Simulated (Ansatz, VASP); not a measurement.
## InGaW (InGaW in the AlB2 type) in two plane-wave programs

Wanted: the spread between two codes on one cell, functional and k mesh. The cell is generated by rule, not measured, and may not be a known phase. The cell is taken from a series of runs on this material, whose earlier steps may have relaxed, scaled, displaced or heated it; both programs get it as it stands.

Calculated with Ansatz 0.2.0; plane waves, with VASP 6.6.1 beside it; relaxation of cell and atoms at LDA and zone-centre phonons at LDA.

The structure was built from a prototype and need not be the compound's stable phase.

## (1) Starting point

Symmetry: P-6m2, No. 187, hexagonal system. The conventional cell has a = 4.624 Å, b = 4.624 Å, c = 2.692 Å, α = 90.00°, β = 90.00°, γ = 120.00°. W has 2 W at 2.69 Å and 6 In at 2.99 Å and 6 Ga at 2.99 Å nearest. Nearest to Ga lie 3 In at 2.67 Å and 2 Ga at 2.69 Å and 6 W at 2.99 Å. Nearest to In lie 3 Ga at 2.67 Å and 2 In at 2.69 Å and 6 W at 2.99 Å. Farther neighbours are not listed.

## (2) Ansatz: relaxation of cell and atoms, LDA, pair 1

Ansatz runs on its PAW soft_1 files.

The relaxed volume is the usual yardstick between codes: in a stiff, nearly cubic crystal its relative difference is about their pressure difference at one cell divided by the bulk modulus.

input.yaml

```yaml
crystal:
  lattice:
    - [4.6235375497, -3.2763e-06, 0.0]
    - [-2.3117659375, 4.0041026115, 0.0]
    - [0.0, 0.0, 2.6920606881]
  atoms:
    - { symbol: W, position: [0.0, 0.0, 0.0] }
    - { symbol: Ga, position: [0.3333333333, 0.6666666667, 0.5] }
    - { symbol: In, position: [0.6666666667, 0.3333333333, 0.5] }
kpoints:
  mp_grid: { grid: [6, 6, 12] }
hamiltonian:
  xc: lda
  pseudopotentials: { kind: paw, azcp: { folder: soft_1 }, xc_functional: pbe }
scf:
  occupations: { method: methfessel_paxton, width: 0.2 }
output:
  forces: true
  stress: true
  eigenvalues: true
relax:
  adjacent_minimum: "off"
  f_tol: 0.001
  max_steps: 60
  cell: { stress_tol: 0.01 }
```

The run is started by

```sh
$ ansatz run input.yaml --threads 4 --pin off --max-ram 12288MiB --backend cpu --events-out ev --progress --plain --runs-dir out
```

Numbers of over 12 decimals in the logs are rounded to 6 here.

The program printed:

```text
Engine: ansatz 0.2.0, x86_64-unknown-linux-gnu
Pseudopotentials: kind: paw
Pseudopotential: W, paw, valence charge 14, recommended cutoff 420 eV (normal), soft_1/W.paw.azcp
Pseudopotential: Ga, paw, valence charge 13, recommended cutoff 420 eV (normal), soft_1/Ga.paw.azcp
Pseudopotential: In, paw, valence charge 13, recommended cutoff 420 eV (normal), soft_1/In.paw.azcp
Functional definition: SPW92
  exchange = slater_x
  correlation = pw_c
Crystal: 3 atoms, lattice volume = 49.838 Å³
Basis set: ecut = 420 eV, 951 PW (Γ)
Bands: 24, of which v1, the nominal top of the filled ones, is band 20 counted from 1 (19 counted from 0)
Symmetry: 12 space group operations
Space group: P-6m2 (ITA 187), of the structure as read, at distance tolerance 3.7e-5 Å
k-points: 49 of 432 (time reversal used)
Non-local potential: W, projectors of the file, l = 0: 3, l = 1: 2, l = 2: 2, l = 3: 1
Non-local potential: Ga, projectors of the file, l = 0: 2, l = 1: 2, l = 2: 3, l = 3: 1
Non-local potential: In, projectors of the file, l = 0: 2, l = 1: 2, l = 2: 2, l = 3: 1
PAW form: soft (Blöchl's): semilocal exchange-correlation on the pseudo side does not see the compensation charge
PAW frozen core: W, regenerated for the run's functional, and the local potential with it (the file was generated under x = pbe(κ = 0.804, μ = 0.219515), c = pbe(β = 0.066725))
PAW frozen core: Ga, regenerated for the run's functional, and the local potential with it (the file was generated under x = pbe(κ = 0.804, μ = 0.219515), c = pbe(β = 0.066725))
PAW frozen core: In, regenerated for the run's functional, and the local potential with it (the file was generated under x = pbe(κ = 0.804, μ = 0.219515), c = pbe(β = 0.066725))
PAW one-centre angular grid: W, 590 points (default); XC on 64 Gauss nodes
PAW one-centre angular grid: Ga, 590 points (default); XC on 64 Gauss nodes
PAW one-centre angular grid: In, 590 points (default); XC on 64 Gauss nodes
Initial density: superposition of atomic densities (chi_scale 0.1, normalization cell, long waves kept (reshape's long-wave potential 0.00 eV rms))
Initial wavefunctions: pseudopotential atomic-orbital guess
Functional: x = slater, c = lda
SCF iter   1: F=—  HF=-19294.031684 eV  |F-HF|=—  |Δ(HF+E_count)|=         —  Δρ=6.15e-2  dr2=2.73e0  ethr=3.10e-3  ⟨swp⟩=4.8  Hψ=4774  notcnv=0
preconditioner: auto → none  [metal: Δε(μ)=0.019 eV  Ē_g=13.611 eV  σ=0.200 eV  W_gap=0.08  n_scr=8 (ndim 8)  ℏωp=29.8 eV  f_vac=0.000  D(μ)=2.35/eV (n_scr^D=26)  sad-step TF]
SCF iter   2: F=—  HF=-19293.672477 eV  |F-HF|=—  |Δ(HF+E_count)|=   3.59e-1  S|Δr|=    0.00e0  Δρ=4.08e-2  dr2=1.38e0  ethr=3.10e-3  ⟨swp⟩=2.0  Hψ=1734  notcnv=0
SCF iter   3: F=—  HF=-19293.383390 eV  |F-HF|=—  |Δ(HF+E_count)|=   2.89e-1  S|Δr|=    0.00e0  Δρ=1.11e-2  dr2=7.65e-2  ethr=3.10e-3  ⟨swp⟩=2.1  Hψ=1705  notcnv=0
SCF iter   4: F=—  HF=-19293.364395 eV  |F-HF|=—  |Δ(HF+E_count)|=   1.90e-2  S|Δr|=    0.00e0  Δρ=1.67e-3  dr2=7.25e-4  ethr=1.91e-4  ⟨swp⟩=2.0  Hψ=2118  notcnv=0
SCF iter   5: F=—  HF=-19293.364266 eV  |F-HF|=—  |Δ(HF+E_count)|=   1.29e-4  S|Δr|=    0.00e0  Δρ=1.09e-3  dr2=3.41e-4  ethr=1.81e-6  ⟨swp⟩=2.0  Hψ=1964  notcnv=0
SCF iter   6: F=—  HF=-19293.364133 eV  |F-HF|=—  |Δ(HF+E_count)|=   1.33e-4  S|Δr|=    0.00e0  Δρ=1.94e-4  dr2=2.54e-5  ethr=8.52e-7  ⟨swp⟩=2.0  Hψ=1927  notcnv=0
SCF iter   7: F=—  HF=-19293.364134 eV  |F-HF|=—  |Δ(HF+E_count)|=   8.84e-7  S|Δr|=    0.00e0  Δρ=5.23e-5  dr2=7.68e-7  ethr=6.36e-8  ⟨swp⟩=2.1  Hψ=1949  notcnv=0
SCF iter   8: F=-19293.364133 eV  HF=-19293.364133 eV  |F-HF|=4.43e-8  |Δ(HF+E_count)|=   1.28e-7  S|Δr|=    0.00e0  Δρ=9.77e-6  dr2=5.45e-8  ethr=2.50e-10  ⟨swp⟩=5.4  Hψ=5195  notcnv=0
SCF 1 converged in 8 iterations: F = -19293.364133 eV  dr2 = 5.45e-8
  greatest PAW one-centre occupation: 0.999 electrons in one spin orbital (limit 2), on the W atom at site 0 (counted from 0), in its partial waves of l = 0
relax step   1: F+E_penalty+E_count = -19293.36413338 eV  Δ(F+E_penalty+E_count) = +0.000e0 eV  max|allowed force component| = 2.602e-17 eV/Å  Δτ_max = 0.0000 Å  P = -0.085 GPa  Ω = 49.838 Å³  (8 SCF iters, dr2 threshold 1.00e-7 eV, accepted)
[...]
relax step   2: F+E_penalty+E_count = -19293.36414478 eV  Δ(F+E_penalty+E_count) = -1.140e-5 eV  max|allowed force component| = 1.291e-17 eV/Å  Δτ_max = 0.0000 Å  P = +0.113 GPa  Ω = 49.772 Å³  energy of the carried Pulay correction = +1.319e-5 eV  (3 SCF iters, dr2 threshold 3.07e-8 eV, rejected (line search))
[...]
relax step   3: F+E_penalty+E_count = -19293.36414972 eV  Δ(F+E_penalty+E_count) = -1.634e-5 eV  max|allowed force component| = 1.407e-17 eV/Å  Δτ_max = 0.0000 Å  P = -0.006 GPa  Ω = 49.811 Å³  energy of the carried Pulay correction = +5.409e-6 eV  (7 SCF iters, accepted)
[...]
relax step   4: F+E_penalty+E_count = -19293.36414447 eV  Δ(F+E_penalty+E_count) = +5.255e-6 eV  max|allowed force component| = 2.949e-17 eV/Å  Δτ_max = 0.0000 Å  P = -0.006 GPa  Ω = 49.811 Å³  stress off target by 9.52e-3 GPa  SCF on the basis re-selected at this cell (its energy is not comparable with the rows above)  (4 SCF iters)
basis re-selected at this cell: Δ(F+E_penalty+E_count) = +5.255e-6 eV, ΔP = +0.000 GPa vs the last step (what re-selecting the basis moved, of the pressure what is left beyond the Pulay correction that the steps carried, after the strain that the cell walked since its last selection, with what the two solves' SCF thresholds leave and, on support functions, any second-order correction that the steps lacked; it is no m [...]
SCF converged after 4 iterations
Stability not checked: this state was not tested for a lower state beside it, because cold or Methfessel-Paxton smearing, or corrected tetrahedra, fill the levels in a way that the test cannot read (fill_not_monotonic; see scf.lower_state_search)
Free energy (F): -19293.364144 eV
Harris-Foulkes:  -19293.364144 eV  (|F-HF|=3.64e-12)
Internal energy: -19293.355899 eV  (E = F + TS)
E sigma→0 (E₀):  -19293.362083 eV
Entropy (-TS):   -0.008246 eV (-2.749 meV/atom)
Fermi energy:    16.642868 eV
--- Per-component energies (eV) ---
  E_band       = -61.467005
  E_kinetic    = 760.187685
  E_local      = -2493.587923  (includes V_loc(G=0)·N_el)
  E_nonlocal   = 219.283627
  E_hartree    = 1345.084458
  E_xc         = -473.164099
  E_vxc        = -381.424547  (∫ρ·V_xc dr)
  E_paw        = -14309.475493  (= ΣΔE_a)
  E_vpaw       = -856.094784  (= ΣTr[D̂ρ^β])
  E_aug_tail   = -0.000005  (compensation charges beyond the density's cutoff)
  E_ewald      = -4343.980414
  E_core_change = 2.296265  (= ΣΔE_core)
  E_smearing   = -0.008246  (= −TS)
  E_closure    = 0.000000  (closes the sum)
  Σ components = -19293.364144   (vs F -19293.364144, Δ=0.00e0)
--- Forces (eV/Å), atoms counted from 1 ---
  atom   1  W     -0.00000000     0.00000000     0.00000000
  atom   2  Ga    -0.00000000     0.00000000     0.00000000
  atom   3  In     0.00000000     0.00000000     0.00000000
  max |Σ_I F_I| component: 3.64e-17 eV/Å
--- Stress (GPa, compression-positive) ---
       -0.009522       0.000000       0.000000
       -0.000000      -0.009522       0.000000
        0.000000       0.000000       0.000316
  P = ⅓ Tr σ = -0.0062 GPa (-0.062 kbar)
--- Band table (eV; the first three rows and the last of 49) ---
  k-point 0: bands = [... 16 lower, 12.2760, 12.8020, 13.9325, 17.3901, 17.3901, 19.0508, 19.0508, 21.0836]
  k-point 1: bands = [... 16 lower, 12.4391, 13.1384, 14.0529, 16.8890, 16.8890, 19.4905, 19.4905, 20.9773]
  k-point 2: bands = [... 16 lower, 12.9128, 14.0447, 14.4376, 15.9724, 15.9724, 20.1989, 20.2991, 20.2991]
  k-point 48: bands = [... 16 lower, 13.3688, 13.4149, 15.0588, 16.1738, 17.2098, 17.9215, 17.9817, 18.1701]
--- Relaxed structure (3 steps of the walk, 2 accepted, 1 SCFs on fresh bases) ---
  F+E_penalty+E_count = -19293.36414447 eV   max|allowed force component| = 2.949e-17 eV/Å   (the final SCF, on the basis selected at the relaxed cell)
  cell:  # Å, volume = 49.8110 Å³
    - [4.622147, -3.2753092467811436e-6, 0.0]
    - [-2.311071, 4.002898, 0.0]
    - [0.0, 0.0, 2.692197]
  atoms:
    - { symbol: W, position: [0, 0, 0.0] }
    - { symbol: Ga, position: [0.333333, 0.666667, 0.5] }
    - { symbol: In, position: [0.666667, 0.333333, 0.5] }
```

Reading the cycles: dr2 is the Hartree energy of the density residual (eV), the measure of convergence; HF is the Harris–Foulkes estimate of the energy, which meets the free energy F at convergence.

## (3) VASP: relaxation of cell and atoms, LDA, pair 1

The same cell, functional (in two slightly different forms), mesh and smearing now go to VASP, with its own data sets.

Lines of VASP's logs that name or quote its potential files are left out, and so is its time.

INCAR

```
SYSTEM = InGaW
PREC = Accurate
ENCUT = 600
EDIFF = 1E-07
NELM = 120
ISMEAR = 1
SIGMA = 0.2
LREAL = .FALSE.
ALGO = Normal
GGA = CA
NBANDS = 22
LASPH = .TRUE.
LORBIT = 11
LWAVE = .FALSE.
LCHARG = .FALSE.
ISIF = 3
IBRION = 2
NSW = 80
EDIFFG = -0.005
GGA_COMPAT = .FALSE.
NELMIN = 4
KPAR = 2
```

POSCAR

```
InGaW
1.0
    4.6235380000     -0.0000030000      0.0000000000
   -2.3117660000      4.0041030000      0.0000000000
    0.0000000000      0.0000000000      2.6920610000
W Ga In
1 1 1
Direct
    0.0000000000      0.0000000000      0.0000000000
    0.3333333333      0.6666666667      0.4999998143
    0.6666666667      0.3333333333      0.4999998143
```

KPOINTS

```
Automatic mesh
0
Gamma
6 6 12
0 0 0
```

Potentials, in the order of the species: W, Ga_d and In_d (LDA family, release 64).

The run is started by

```sh
$ mpirun -np 2 vasp_std
```

The program printed:

```text
[banner, memory and clock lines left out]
running    2 mpi-ranks, on    1 nodes
 distrk:  each k-point on    1 cores,    2 groups
 distr:  one band on    1 cores,    1 groups

 POSCAR found type information on POSCAR W GaIn
 POSCAR found :  3 types and       3 ions
 LDA part: xc-table for (Slater(with rela. corr.)+CA(PZ))
 , standard interpolation
 POSCAR, INCAR and KPOINTS ok, starting setup
 FFT: planning ... GRIDC
 FFT: planning ... GRID_SOFT
 FFT: planning ... GRID
 WAVECAR not read
 entering main loop
       N       E                     dE             d eps       ncg     rms          rms(c)
DAV:   1     0.237435157360E+03    0.23744E+03   -0.16769E+04  2256   0.256E+03
DAV:   2     0.523961081030E+01   -0.23220E+03   -0.22316E+03  2246   0.491E+02
DAV:   3    -0.194328799066E+02   -0.24672E+02   -0.23758E+02  2554   0.143E+02
DAV:   4    -0.203180392423E+02   -0.88516E+00   -0.87351E+00  2558   0.274E+01
DAV:   5    -0.203482685812E+02   -0.30229E-01   -0.30213E-01  2910   0.501E+00    0.170E+01
DAV:   6    -0.196863415258E+02    0.66193E+00   -0.10551E+00  2480   0.102E+01    0.666E+00
DAV:   7    -0.195433231889E+02    0.14302E+00   -0.28718E-01  3056   0.783E+00    0.351E+00
DAV:   8    -0.195121448025E+02    0.31178E-01   -0.60944E-02  3062   0.290E+00    0.569E-01
DAV:   9    -0.195103046805E+02    0.18401E-02   -0.72762E-03  2892   0.132E+00    0.314E-01
DAV:  10    -0.195101825079E+02    0.12217E-03   -0.45742E-04  2800   0.268E-01    0.638E-02
DAV:  11    -0.195101312906E+02    0.51217E-04   -0.11374E-04  2656   0.219E-01    0.485E-02
DAV:  12    -0.195101312818E+02    0.88039E-08   -0.14126E-05  2618   0.360E-02    0.240E-02
DAV:  13    -0.195101309431E+02    0.33863E-06   -0.21789E-06  3012   0.192E-02    0.314E-03
DAV:  14    -0.195101308205E+02    0.12268E-06   -0.49946E-07  2234   0.175E-02    0.210E-03
DAV:  15    -0.195101308236E+02   -0.31009E-08   -0.84501E-08  1356   0.314E-03
   1 F= -.19510131E+02 E0= -.19507538E+02  d E =-.195101E+02
 curvature:   0.00 expect dE= 0.000E+00 dE for cont linesearch  0.000E+00
 trial: gam= 0.00000 g(F)=  0.125E-44 g(S)=  0.614E-03 ort = 0.000E+00 (trialstep = 0.100E+01)
 search vector abs. value=  0.614E-03
 bond charge predicted
       N       E                     dE             d eps       ncg     rms          rms(c)
DAV:   1    -0.195187979978E+02   -0.86672E-02   -0.17577E-01  2666   0.723E+00    0.626E-01
DAV:   2    -0.195115811258E+02    0.72169E-02   -0.16599E-02  2900   0.265E+00    0.270E-01
DAV:   3    -0.195101627776E+02    0.14183E-02   -0.29679E-03  2882   0.996E-01    0.918E-02
DAV:   4    -0.195100639872E+02    0.98790E-04   -0.18261E-04  3036   0.145E-01    0.749E-02
DAV:   5    -0.195099975736E+02    0.66414E-04   -0.44618E-05  2836   0.759E-02    0.322E-02
DAV:   6    -0.195099852734E+02    0.12300E-04   -0.67604E-06  2914   0.285E-02    0.769E-03
DAV:   7    -0.195099852825E+02   -0.91645E-08   -0.72382E-07  2408   0.143E-02
   2 F= -.19509985E+02 E0= -.19507434E+02  d E =0.145541E-03
 trial-energy change:    0.000146  1 .order    0.000168   -0.000614    0.000950
 step:   0.4135(harm=  0.3926)  dis= 0.00000  next Energy=   -19.510259 (dE=-0.129E-03)
 bond charge predicted
       N       E                     dE             d eps       ncg     rms          rms(c)
DAV:   1    -0.195132792621E+02   -0.32940E-02   -0.60839E-02  2666   0.430E+00    0.365E-01
DAV:   2    -0.195108120873E+02    0.24672E-02   -0.56278E-03  2900   0.152E+00    0.159E-01
DAV:   3    -0.195103186200E+02    0.49347E-03   -0.10433E-03  2876   0.589E-01    0.532E-02
DAV:   4    -0.195102852475E+02    0.33373E-04   -0.63246E-05  3006   0.826E-02    0.433E-02
DAV:   5    -0.195102626629E+02    0.22585E-04   -0.15444E-05  2748   0.444E-02    0.190E-02
DAV:   6    -0.195102582873E+02    0.43756E-05   -0.22519E-06  2720   0.175E-02    0.449E-03
DAV:   7    -0.195102582946E+02   -0.73101E-08   -0.27338E-07  2066   0.104E-02
   3 F= -.19510258E+02 E0= -.19507682E+02  d E =-.127471E-03
 curvature:  -0.20 expect dE=-0.685E-06 dE for cont linesearch -0.952E-08
 trial: gam=-0.00321 g(F)=  0.132E-44 g(S)=  0.349E-05 ort = 0.546E-05 (trialstep = 0.883E+00)
 search vector abs. value=  0.346E-05
 reached required accuracy - stopping structural energy minimisation
```

From OUTCAR (step 3):

```text
ion  position               nearest neighbor table
   1  0.000  0.000  0.000-   2 2.99   3 2.99   2 2.99   3 2.99   3 2.99   2 2.99   2 2.99   3 2.99
                             3 2.99   2 2.99   3 2.99   2 2.99
   2  0.333  0.667  0.500-   3 2.67   3 2.67   3 2.67   1 2.99   1 2.99   1 2.99   1 2.99   1 2.99
                             1 2.99
   3  0.667  0.333  0.500-   2 2.67   2 2.67   2 2.67   1 2.99   1 2.99   1 2.99   1 2.99   1 2.99
                             1 2.99

  LATTYP: Found a hexagonal cell.
 ALAT       =     4.6235380000
 C/A-ratio  =     0.5822512976

 Subroutine GETGRP returns: Found 12 space group operations
 (whereof 12 operations were pure point group operations)

The static configuration has the point symmetry D_3h.

 Found     49 irreducible k-points:

   k-points           NKPTS =     49   k-points in BZ     NKDIM =     49   number of bands    NBANDS=     22

   dimension x,y,z NGX =    40 NGY =   40 NGZ =   24
   dimension x,y,z NGXF=    80 NGYF=   80 NGZF=   48

   ENCUT  =  600.0 eV  44.10 Ry    6.64 a.u.   9.23  9.23  5.38*2*pi/ulx,y,z

   NELECT =      32.0000    total number of electrons

 k-points in reciprocal lattice and weights: Automatic mesh
   0.00000000  0.00000000  0.00000000       0.002
   0.16666667 -0.00000000  0.00000000       0.014
   0.33333333  0.00000000  0.00000000       0.014
   0.50000000  0.00000000  0.00000000       0.007
   0.16666667  0.16666667  0.00000000       0.014
   0.33333333  0.16666667  0.00000000       0.028
   0.33333333  0.33333333  0.00000000       0.005
   0.00000000  0.00000000  0.08333333       0.005
   0.16666667 -0.00000000  0.08333333       0.028
[...]
0.33333333  0.16666667  0.50000000       0.028
   0.33333333  0.33333333  0.50000000       0.005

 average (electrostatic) potential at core
       1 -36.8341       2 -62.5667       3 -91.8612

 E-fermi :   9.1481

 k-point     1 :       0.0000    0.0000    0.0000
  band No.  band energies     occupation
    ...
     11      -2.7705      2.00000
     12       4.7723      2.00000
     13       4.7723      2.00000
     14       5.3046      2.00000
     15       6.4687      2.00000
     16       9.9041     -0.00000
     17       9.9041     -0.00000
     18      11.5432     -0.00000
     19      11.5432     -0.00000
     20      13.6407      0.00000
    ...

 k-point     2 :       0.1667   -0.0000    0.0000
  band No.  band energies     occupation
    ...
     12       3.4157      2.00000
     13       4.8905      2.00000
     14       5.2110      2.00000
     15       8.0202      2.00000
     16       8.7395      2.01388
     17       9.3134      0.00687
     18      11.4525     -0.00000
     19      11.5437     -0.00000
     20      13.6994      0.00000
     21      14.4029      0.00000
    ...

 k-point     3 :       0.3333    0.0000    0.0000
  band No.  band energies     occupation
    ...
     12       1.6372      2.00000
     13       4.8506      2.00000
     14       5.1992      2.00000
     15       7.3355      2.00000
     16       8.3160      2.00000
     17      10.6432     -0.00000
     18      11.2978     -0.00000
     19      11.5447     -0.00000
     20      14.0605      0.00000
     21      15.9286      0.00000
    ...

  Total       -0.0079327     -0.0079327      0.0095589     -0.0000000      0.0000000     -0.0000000
  in kB       -0.2555858     -0.2555858      0.3079793     -0.0000000      0.0000000     -0.0000000
  external PRESSURE =      -0.0677308 kB  Pullay stress =       0.0000000 kB

  energy-cutoff  :      600.00
  volume of cell :       49.73
      direct lattice vectors                 reciprocal lattice vectors
     4.620420374 -0.000002998 -0.000000000     0.216430604  0.124956055 -0.000000000
    -2.310207190  4.001403056  0.000000000     0.000000162  0.249912433  0.000000000
     0.000000000 -0.000000000  2.689684230     0.000000000  0.000000000  0.371790855

 POSITION                                       TOTAL-FORCE (eV/Angst)
 -----------------------------------------------------------------------------------
      0.00000     -0.00000      2.68968        -0.000000     -0.000000      0.000000
      0.00000      2.66760      1.34484        -0.000000      0.000000      0.000000
      2.31021      1.33380      1.34484         0.000000     -0.000000      0.000000
 -----------------------------------------------------------------------------------
    total drift:                               -0.000003      0.000001      0.000280

  FREE ENERGIE OF THE ION-ELECTRON SYSTEM (eV)
  ---------------------------------------------------
  free  energy   TOTEN  =       -19.5102582946 eV

  energy  without entropy=      -19.5025302156  energy(sigma->0) =      -19.50768227

 reached required accuracy - stopping structural energy minimisation

 total charge
# of ion       s       p       d       tot
------------------------------------------
    1        0.557   0.474   4.165   5.196
    2        0.890   0.813  10.009  11.712
    3        0.864   0.973   9.926  11.763
--------------------------------------------------
tot          2.311   2.261  24.100  28.671

[... 3 further parts left out ...]
```

CONTCAR:

```
InGaW
   1.00000000000000
     4.6204203744548913   -0.0000029982900580   -0.0000000000000000
    -2.3102071895213441    4.0014030559470761    0.0000000000000000
     0.0000000000000000   -0.0000000000000000    2.6896842295439649
  W               Ga              In
     1     1     1
Direct
     0.0000000000000000    0.0000000000000000    1.0000000000000000
     0.3333333332999970    0.6666666667000030    0.4999998142999971
     0.6666666667000030    0.3333333332999970    0.4999998142999971
```

[end of part 1 of 2]

[Lines on the potential files, build, host, timing and source positions are cut from VASP's logs without a mark.]

[Logs are printed without paths, hosts, clocks, repeated set-up lines and the standing remarks that a program may print on its own settings, such as how far it seeks lower states.]

[Hosts, paths, dates, database ids (printed as entryN), source tags and the programs' standing remarks are cut or masked in the printed files.]
